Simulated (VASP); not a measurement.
These are rev-vdW-DF2, VASP's PBE PAW potentials (set 64) (plane waves; VASP) values and carry that method's errors.

VASP ran on this input.

### POSCAR
```
Na
1
   -2.0837890437     2.0837890437     2.0837890437
    2.0837890437    -2.0837890437     2.0837890437
    2.0837890437     2.0837890437    -2.0837890437
Na
1
Direct
  0.0000000000   0.0000000000   0.0000000000
```

### KPOINTS
```
Automatic mesh
0
Gamma
11 11 11
0 0 0
```

**INCAR**
```
! general
SYSTEM   = Na
PREC     = Accurate
ENCUT    = 520
LREAL    = .FALSE.
LASPH    = .TRUE.

! electronic loop
EDIFF    = 1E-6
NELM     = 100   ! most electronic steps
ALGO     = Normal   ! blocked Davidson

! smearing
ISMEAR   = 1   ! Methfessel-Paxton
SIGMA    = 0.1   ! width (eV)

! functional
GGA      = MK
LUSE_VDW = .TRUE.
AGGAC    = 0.0
PARAM1   = 0.1234568
PARAM2   = 0.7114
ZAB_VDW  = -1.8867

! ions
IBRION   = 2
NSW      = 60   ! most ionic steps
ISIF     = 3   ! ions, shape and volume
EDIFFG   = -0.01

! output
LWAVE    = .FALSE.
LCHARG   = .FALSE.
```

POTCAR, in this order: Na_pv (PBE.64 set). Program: vasp_std.

Output

**OUTCAR**
```
 ion  position               nearest neighbor table
   1  0.000  0.000  0.000-
  LATTYP: Found a body centered cubic cell.
 ALAT       =     4.1675780874
 Subroutine PRICEL returns:
 Original cell was already a primitive cell.
 Subroutine GETGRP returns: Found 48 space group operations
The static configuration has the point symmetry O_h .
The dynamic configuration has the point symmetry O_h .
 Subroutine INISYM returns: Found 48 space group operations
 Subroutine IBZKPT returns following result:
 Found     56 irreducible k-points:

 Following reciprocal coordinates:
            Coordinates               Weight
  0.000000  0.000000  0.000000      1.000000
  0.090909  0.000000  0.000000     12.000000
  0.181818  0.000000  0.000000     12.000000
  0.272727  0.000000  0.000000     12.000000
  0.363636  0.000000  0.000000     12.000000
  0.454545  0.000000  0.000000     12.000000
  0.090909  0.090909  0.000000     24.000000
  0.181818  0.090909  0.000000     48.000000
  0.272727  0.090909  0.000000     48.000000
  0.363636  0.090909 -0.000000     48.000000
  0.454545  0.090909  0.000000     24.000000
  0.181818  0.181818  0.000000     24.000000
  0.272727  0.181818  0.000000     48.000000
  0.363636  0.181818  0.000000     48.000000
  0.272727  0.272727  0.000000     24.000000
  0.363636  0.272727 -0.000000     24.000000
  0.090909  0.090909  0.090909      8.000000
  0.181818  0.090909  0.090909     24.000000
  0.272727  0.090909  0.090909     24.000000
  0.363636  0.090909  0.090909     24.000000
 -0.090909  0.090909  0.090909      6.000000
  0.181818  0.181818  0.090909     24.000000
  0.272727  0.181818  0.090909     48.000000
  0.363636  0.181818  0.090909     24.000000
 -0.181818  0.181818  0.090909     24.000000
...
```

File OSZICAR:
```
       N       E                     dE             d eps       ncg     rms          rms(c)
DAV:   1     0.213474127409E+02    0.21347E+02   -0.39388E+03   784   0.842E+02
DAV:   2     0.984365678090E+00   -0.20363E+02   -0.20360E+02   840   0.136E+02
DAV:   3     0.624727006513E+00   -0.35964E+00   -0.35964E+00  1036   0.255E+01
DAV:   4     0.621845249206E+00   -0.28818E-02   -0.28818E-02   959   0.207E+00
DAV:   5     0.621806687541E+00   -0.38562E-04   -0.38562E-04  1022   0.200E-01    0.189E-01
DAV:   6     0.621793580948E+00   -0.13107E-04   -0.13331E-03   847   0.623E-01    0.124E-01
DAV:   7     0.621269665459E+00   -0.52392E-03   -0.24286E-03   805   0.641E-01    0.306E-02
DAV:   8     0.621232182773E+00   -0.37483E-04   -0.17995E-04   910   0.270E-01    0.407E-03
DAV:   9     0.621227971008E+00   -0.42118E-05   -0.55181E-06   882   0.222E-02    0.125E-03
DAV:  10     0.621227623801E+00   -0.34721E-06   -0.88598E-07   833   0.698E-03
   1 F= 0.62122762E+00 E0= 0.62134990E+00  d E =0.621228E+00
```

### OUTCAR
```
------------------------ aborting loop because EDIFF is reached ----------------------------------------
  FORCE on cell =-STRESS in cart. coord.  units (eV):
  Direction    XX          YY          ZZ          XY          YZ          ZX
  --------------------------------------------------------------------------------------
  Total        0.0034841      0.0034841      0.0034841     -0.0000000     -0.0000000      0.0000000
  in kB        0.1542359      0.1542359      0.1542359     -0.0000000     -0.0000000      0.0000000
  external PRESSURE =       0.1542359 kB  Pullay stress =       0.0000000 kB
  volume of cell :       36.19
      direct lattice vectors                 reciprocal lattice vectors
    -2.083789044  2.083789044  2.083789044     0.000000000  0.239947514  0.239947514
     2.083789044 -2.083789044  2.083789044     0.239947514  0.000000000  0.239947514
     2.083789044  2.083789044 -2.083789044     0.239947514  0.239947514  0.000000000
 POSITION                                       TOTAL-FORCE (eV/Angst)
 -----------------------------------------------------------------------------------
      0.00000      0.00000      0.00000         0.000000      0.000000     -0.000000
 -----------------------------------------------------------------------------------
    total drift:                               -0.000000     -0.000000      0.000000
  FREE ENERGIE OF THE ION-ELECTRON SYSTEM (eV)
  ---------------------------------------------------
  free  energy   TOTEN  =         0.6212276238 eV

  energy  without entropy=        0.6215944407  energy(sigma->0) =        0.62134990

 reached required accuracy - stopping structural energy minimisation
```
(Selected blocks of OUTCAR.)

The compound is Na in the bcc structure. It was relaxed first, which changed the volume by -6 %. The start is the result of an earlier pass.
